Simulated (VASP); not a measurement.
```yaml
crystal:
  lattice:
    - [0.00000, 3.22650, 3.22650]
    - [3.22650, 0.00000, 3.22650]
    - [3.22650, 3.22650, 0.00000]
  atoms:
    - { symbol: Sc, position: [0.00000, 0.00000, 0.00000] }
    - { symbol: Te, position: [0.25000, 0.25000, 0.25000] }
```

Calculation: PBEsol GGA, VASP's PBE PAW potentials (set 64) (plane waves; VASP 6.6.1). Settings: 400 eV cut-off, Gaussian smearing of 0.050 eV, potentials Sc_sv Te.

Unless said otherwise, spin-orbit coupling is left out, though it shifts the bands of the heavy elements here.

Q: What does the run give for the band gap (along the path) with the smallest direct gap where there is one?

A: 
- band gap (along the path): none (metal, semimetal or under 0.01 eV)

The absolute energy has meaning only against runs of the same code, potentials and settings.

The structure was generated: ScTe was put into the zinc blende type (F-43m), which need not be its known phase. It was relaxed first, which changed the volume by -25 %. The electron count is odd and the run is not spin-polarised, which forces a metal.
